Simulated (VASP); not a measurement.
Given:

```xyz
1
Lattice="-1.7450 1.7450 1.7450 1.7450 -1.7450 1.7450 1.7450 1.7450 -1.7450" Properties=species:S:1:pos:R:3 pbc="T T T"
Li     0.0000     0.0000     0.0000
```
Cell charge +0.5.

All values below come from PBE GGA, VASP's PBE PAW potentials (set 64) (plane waves; VASP). Numerical set-up: NELECT = 2.5, 520 eV cut-off, 13×13×13 Γ-centred mesh, Gaussian smearing of 0.050 eV, potentials Li_sv.

The cell is charged, with a uniform compensating background.

Task: Give the stress tensor in GPa (positive for a compressed cell).

Result: 
```
-10.61    0.00    0.00
  0.00  -10.61    0.00
  0.00    0.00  -10.61
```
The pressure is its mean diagonal, -10.61 GPa.

The compound is Li in the bcc structure. The cell was not relaxed at this level. The run is one of a series of settings (ISMEAR = 0, NELECT = 2.5, SIGMA = 0.05 against the base run), some of them coarse on purpose.
